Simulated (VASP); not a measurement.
Here is the system:

```xyz
6
Lattice="4.5099 0.0000 0.0000 0.0000 4.5099 0.0000 0.0000 0.0000 3.0092" Properties=species:S:1:pos:R:3 pbc="T T T"
Mg     0.0000     0.0000     0.0000
Mg     2.2550     2.2550     1.5046
H      1.3710     1.3710     0.0000
H      3.6260     0.8839     1.5046
H      0.8839     3.6260     1.5046
H      3.1389     3.1389     0.0000
```

Level of theory: PBE GGA, VASP's PBE PAW potentials (set 64) (plane waves; VASP). Numerical set-up: PREC = Normal, EDIFF = 1E-5, 400 eV cut-off, 7×7×10 Γ-centred mesh, Gaussian smearing of 0.050 eV, potentials Mg H.

**Question.** Predict the energy per atom (σ→0).

**Answer.** 
energy per atom (σ→0): -2.940 eV/atom

The absolute energy has meaning only against runs of the same code, potentials and settings.

The compound is MgH2 in the rutile structure. It was relaxed first.
